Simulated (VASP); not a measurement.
OSZICAR of a VASP run on NaF (rock salt):

**OSZICAR**
```
       N       E                     dE             d eps       ncg     rms          rms(c)
DAV:   1     0.121493179746E+03    0.12149E+03   -0.89390E+03  1043   0.176E+03
DAV:   2    -0.238226153220E+01   -0.12388E+03   -0.11381E+03  1101   0.404E+02
DAV:   3    -0.934314923738E+01   -0.69609E+01   -0.69408E+01  1205   0.947E+01
DAV:   4    -0.942161609400E+01   -0.78467E-01   -0.78454E-01  1130   0.104E+01
DAV:   5    -0.942241526014E+01   -0.79917E-03   -0.79916E-03  1190   0.109E+00    0.542E+00
DAV:   6    -0.854260250446E+01    0.87981E+00   -0.37306E+00  1265   0.194E+01    0.181E+00
DAV:   7    -0.853234339096E+01    0.10259E-01   -0.28627E-02  1037   0.259E+00    0.104E+00
DAV:   8    -0.853336018866E+01   -0.10168E-02   -0.26971E-02  1037   0.403E+00    0.117E-01
DAV:   9    -0.853412927053E+01   -0.76908E-03   -0.35537E-03  1181   0.684E-01    0.769E-02
DAV:  10    -0.853407244364E+01    0.56827E-04   -0.43741E-04  1073   0.324E-01    0.116E-02
DAV:  11    -0.853407046490E+01    0.19787E-05   -0.13549E-05  1166   0.577E-02    0.226E-03
DAV:  12    -0.853407052302E+01   -0.58127E-07   -0.91837E-07  1052   0.131E-02
   1 F= -.70597737E+01 E0= -.70597737E+01  d E =-.705977E+01
       N       E                     dE             d eps       ncg     rms          rms(c)
DAV:   1    -0.884278045496E+01   -0.30871E+00   -0.70040E+00  1211   0.447E+01    0.477E+00
DAV:   2    -0.851447303298E+01    0.32831E+00   -0.12638E+00  1190   0.126E+01    0.132E+00
DAV:   3    -0.849067807475E+01    0.23795E-01   -0.44650E-02  1163   0.518E+00    0.676E-01
DAV:   4    -0.848119362328E+01    0.94845E-02   -0.75293E-03  1181   0.324E+00    0.107E-01
DAV:   5    -0.848079664607E+01    0.39698E-03   -0.10335E-03  1228   0.598E-01    0.273E-02
DAV:   6    -0.848072440497E+01    0.72241E-04   -0.15272E-04  1229   0.266E-01    0.123E-02
DAV:   7    -0.848072336208E+01    0.10429E-05   -0.92840E-06  1111   0.457E-02    0.368E-03
DAV:   8    -0.848072295715E+01    0.40492E-06   -0.72763E-07   583   0.194E-02
   2 F= -.70830574E+01 E0= -.70830574E+01  d E =-.232837E-01
       N       E                     dE             d eps       ncg     rms          rms(c)
DAV:   1    -0.848091150848E+01   -0.18815E-03   -0.28668E-01  1211   0.929E+00    0.950E-01
DAV:   2    -0.846777272008E+01    0.13139E-01   -0.49413E-02  1193   0.249E+00    0.264E-01
DAV:   3    -0.846679605147E+01    0.97667E-03   -0.15761E-03  1166   0.107E+00    0.133E-01
DAV:   4    -0.846641929760E+01    0.37675E-03   -0.28269E-04  1169   0.651E-01    0.191E-02
DAV:   5    -0.846640587194E+01    0.13426E-04   -0.38382E-05  1214   0.116E-01    0.505E-03
DAV:   6    -0.846640349527E+01    0.23767E-05   -0.53700E-06  1055   0.492E-02    0.230E-03
DAV:   7    -0.846640348191E+01    0.13361E-07   -0.28690E-07   532   0.809E-03
   3 F= -.70837450E+01 E0= -.70837450E+01  d E =-.239713E-01
```

### Question
Which electronic solver shows in the log?

### Answer
It is blocked Davidson (ALGO = Normal, or the opening steps of other solvers). The INCAR had ALGO = Normal.

### Question
Can the final energy be trusted as converged?

### Answer
The calculation finished and met its thresholds. It stopped with EDIFF = 1E-6, NELM = 100, NSW = 40 and EDIFFG = -0.02 after 3 ionic steps (PBE GGA, plane waves, VASP's PBE PAW potentials (set 64)). Energy and stress use the plane-wave basis of the starting cell.

The compound is NaF in the rock salt structure. This run relaxes it under an external pressure of 10 GPa. Symmetry was kept, so distortions that lower it aren't found.
